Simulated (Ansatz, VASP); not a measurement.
# Zr2CO2 in two plane-wave programs, part 2 of 2

One calculation is typed for both programs; each brings its own data sets. How far apart do they land? The structure shown is frame 73 of Ansatz's trajectory.

VASP 6.6.1 and Ansatz 0.2.0.

So far: Starting point; Ansatz: dynamics, RPBE with D4.

## 3. VASP: single point, RPBE with D4

Level of this step: RPBE with D4; plane waves and PAW (C, Zr_sv, O) (VASP).

The same cell, functional, mesh and smearing now go to VASP, with its own data sets.

Lines of VASP's logs that name or quote its potential files are left out, and so is its time.

INCAR

```
SYSTEM = Zr2CO2
PREC = Accurate
ENCUT = 520
EDIFF = 1E-06
NELM = 120
ISMEAR = 0
SIGMA = 0.025
LREAL = Auto
ALGO = Normal
GGA = RP
IVDW = 13
NBANDS = 336
LASPH = .TRUE.
LORBIT = 11
LWAVE = .FALSE.
LCHARG = .FALSE.
ISIF = 2
GGA_COMPAT = .FALSE.
EFERMI = MIDGAP
NCORE = 2
```

POSCAR

```
Zr2CO2
1.0
    8.7574000000      0.0000000000      0.0000000000
   -4.3787000000      7.5841300000      0.0000000000
    0.0000000000      0.0000000000     26.0800000000
C Zr O
14 28 28
Direct
    0.0063582716      0.9932358754      0.3604102761
    0.1494922242      0.4301877737      0.3535774540
    0.2865249402      0.8492734170      0.3553565951
    0.4257697646      0.2699057110      0.3575728528
    0.5751609205      0.7153753957      0.3584930982
    0.7185160808      0.1359153917      0.3513190184
    0.8479418817      0.5581259815      0.3544670245
    0.7426108441      0.7471259063      0.6454294479
    0.5861947547      0.0295617296      0.6456748466
    0.3130495943      0.6078746013      0.6459317485
    0.4592102617      0.3108200941      0.6433550613
    0.1718297215      0.8892780055      0.6423849693
    0.8882945223      0.4594857947      0.6411349693
    0.0284109276      0.1798492378      0.6454447853
    0.1946245710      0.2389990678      0.4115337423
    0.2348908206      0.0481268122      0.3030981595
    0.3450030496      0.6667343519      0.4094708589
    0.3810552958      0.4687815214      0.3019785276
    0.4824097507      0.0906102612      0.4119861963
    0.5186776127      0.8943675807      0.3003259202
    0.6243645014      0.5145613274      0.4123466258
    0.6684527833      0.3278161107      0.3000996933
    0.7784081977      0.9416109692      0.4132592025
    0.8061685738      0.7579511427      0.3038190184
    0.9157425927      0.3777888828      0.4056058282
    0.9477072576      0.1856376407      0.3001610429
    0.0556812755      0.8024124059      0.4101303681
    0.0913750838      0.6185416126      0.2985352761
    0.5049612591      0.5583501338      0.7013726994
    0.5363946764      0.7915871695      0.5901226994
    0.3459763864      0.8355342010      0.7005291411
    0.3981786474      0.0813277199      0.5904601227
    0.0657352515      0.4013907989      0.7031518405
    0.1244340820      0.6563178637      0.5912998466
    0.2176492887      0.1221234341      0.6982975460
    0.2612433892      0.3778548100      0.5916487730
    0.9358337414      0.7042205236      0.6928757669
    0.9757816811      0.9468587696      0.5844440184
    0.6436753251      0.2680070094      0.6955176380
    0.6963287978      0.5124648444      0.5856940184
    0.7802436489      0.9750624000      0.6983512270
    0.8274841427      0.2225568391      0.5906250000
    0.2445872454      0.0481531830      0.4468481595
    0.2191471181      0.2484662051      0.2659777607
    0.3892978245      0.4671333429      0.4462806748
    0.3186570773      0.6598779293      0.2635621166
    0.5243040778      0.8944071370      0.4469900307
    0.4708667471      0.0769106015      0.2681786810
    0.6760630363      0.3218431119      0.4454026074
    0.6252584748      0.5234746767      0.2678374233
    0.8038836893      0.7431043508      0.4470322086
    0.7667493935      0.9425471346      0.2658972393
    0.9508000509      0.1868902564      0.4462269939
    0.8970730049      0.3727652348      0.2630444785
    0.0874674390      0.6133069976      0.4451380368
    0.0518183044      0.8170218601      0.2678182515
    0.5469521169      0.7874205743      0.7358435583
    0.5109518116      0.5619497556      0.5529716258
    0.4064263394      0.0746427079      0.7342561350
    0.3519199853      0.8309324867      0.5538075153
    0.1090082858      0.6511359905      0.7356748466
    0.0738425572      0.4188614910      0.5554984663
    0.2761185030      0.3570877609      0.7362423313
    0.2150612484      0.1461340984      0.5541909509
    0.9789124217      0.9319724214      0.7319401840
    0.9353554002      0.7159159983      0.5522814417
    0.6969095228      0.5127812946      0.7311119632
    0.6450356887      0.2673477380      0.5528949387
    0.8338204151      0.2251807393      0.7368289877
    0.7845956600      0.9836065574      0.5559010736
```

KPOINTS

```
Automatic mesh
0
Gamma
1 1 1
0 0 0
```

Potentials, in the order of the species: C, Zr_sv and O (PBE family, release 64).

Started as:

```
$ mpirun -np 8 vasp_gam
```

Numbers of over 12 decimals in the logs are rounded to 6 here.

What it wrote:

```text
[banner, memory and clock lines left out]
running    8 mpi-ranks, on    1 nodes
[...]
|                                                                             |
|               ----> ADVICE to this user running VASP <----                  |
|                                                                             |
|     You enforced a specific xc type in the INCAR file but a different       |
|     [... a line on the potential file left out ...]
|     I HOPE YOU KNOW WHAT YOU ARE DOING!                                     |
|                                                                             |

 LDA part: xc-table for (Slater+PW92), standard interpolation
 POSCAR, INCAR and KPOINTS ok, starting setup
[...]
entering main loop
       N       E                     dE             d eps       ncg     rms          rms(c)
DAV:   1     0.790725209692E+04    0.79073E+04   -0.32800E+05   736   0.164E+03
DAV:   2     0.149597639761E+03   -0.77577E+04   -0.75137E+04   832   0.492E+02
DAV:   3    -0.690362168776E+03   -0.83996E+03   -0.83100E+03   880   0.152E+02
DAV:   4    -0.758788092613E+03   -0.68426E+02   -0.68330E+02  1096   0.385E+01
[...]
DAV:  25    -0.632093997937E+03   -0.74015E-05   -0.43411E-07   488   0.738E-04    0.382E-04
DAV:  26    -0.632093999444E+03   -0.15067E-05   -0.11202E-07   456   0.461E-04    0.186E-04
DAV:  27    -0.632094000032E+03   -0.58817E-06   -0.54155E-08   432   0.313E-04
   1 F= -.65647025E+03 E0= -.65647025E+03  d E =0.000000E+00
```

Parts of OUTCAR (step 3):

```text
 POSITION                                       TOTAL-FORCE (eV/Angst)
 -----------------------------------------------------------------------------------
     -4.29340      7.53283      9.39950        -0.674860      0.034904     -0.858307
     -0.57450      3.26260      9.22130        -0.175678     -0.760781      0.398582
     -1.20950      6.44100      9.26770        -0.011207     -0.224385      0.475914
      2.54680      2.04700      9.32550        -0.247252      0.848322     -0.183699
      1.90450      5.42550      9.34950         0.303224     -0.547700     -0.415040
      5.69720      1.03080      9.16240         0.320963      0.303351      0.574876
      4.98190      4.23290      9.24450         0.701744      0.452386      0.201526
      3.23190      5.66630     16.83280        -0.373776      0.232127     -0.723579
      5.00410      0.22420     16.83920         0.953215      0.029420     -0.611824
      0.07980      4.61020     16.84590         0.106595     -0.158267     -0.300856
      2.66050      2.35730     16.77870        -0.570156      0.421611     -0.231235
     -2.38910      6.74440     16.75340        -0.087632      0.047127      0.324131
      5.76720      3.48480     16.72080        -0.397494     -0.064657      0.684346
     -0.53870      1.36400     16.83320        -0.069144     -0.012691      0.116464
[...]
-----------------------------------------------------------------------------------
    total drift:                                0.028754      0.001747      0.003536

  FREE ENERGIE OF THE ION-ELECTRON SYSTEM (eV)
  ---------------------------------------------------
  free  energy   TOTEN  =      -656.4702476938 eV

  energy  without entropy=     -656.4702476938  energy(sigma->0) =     -656.47024769
```

## 4. Differences

Known differences besides the potentials themselves: the cutoff is 420 eV in Ansatz and 520 eV in VASP (PREC = Accurate, projectors in real space); Ansatz makes its cores anew for this functional, VASP keeps those of its PBE data sets. Total energies have different zeros and are not compared.

Forces on 8 of the 70 atoms, those with the largest forces and the largest differences (eV/Å; atoms numbered as in POSCAR):

| atom | Ansatz x, y, z | VASP x, y, z |
| --- | --- | --- |
| Zr16 | 1.205, -0.198, 0.904 | 1.207, -0.196, 0.914 |
| Zr18 | -0.021, 0.944, 0.930 | -0.018, 0.982, 0.951 |
| Zr23 | -1.403, 0.300, -0.818 | -1.415, 0.307, -0.826 |
| Zr30 | 0.829, 0.214, 0.958 | 0.842, 0.215, 0.969 |
| Zr37 | -1.037, -0.883, 0.378 | -1.039, -0.892, 0.367 |
| Zr38 | 0.346, -0.064, 1.642 | 0.361, -0.061, 1.661 |
| O44 | -1.237, -1.228, -0.629 | -1.252, -1.252, -0.665 |
| O55 | 0.851, -0.378, -0.034 | 0.866, -0.390, -0.005 |

The forces differ by 12 meV/Å r.m.s., which is 2.2 % of the r.m.s. force of 0.528 eV/Å (both taken over all components). With vacuum in the cell, a pressure given here is an average over mostly empty space and none of the material.

## 5. Outcome

| Item | Value |
| --- | --- |
| r.m.s. force difference (single point, RPBE with D4) | 2.2 % of the r.m.s. force |

The r.m.s. force difference is 2.2 % of the r.m.s. force (single point, RPBE with D4), within the 3 % picked in this series as the mark of a large difference. 2 further runs of this series are not shown here. How closely two codes agree says nothing of how well the functional describes the real material.

[Lines on the potential files, build, host, timing and source positions are cut from VASP's logs without a mark.]

[Logs are printed without paths, hosts, clocks, repeated set-up lines and the standing remarks that a program may print on its own settings, such as how far it seeks lower states.]

[Hosts, paths, dates, database ids (printed as entryN), source tags and the programs' standing remarks are cut or masked in the printed files.]
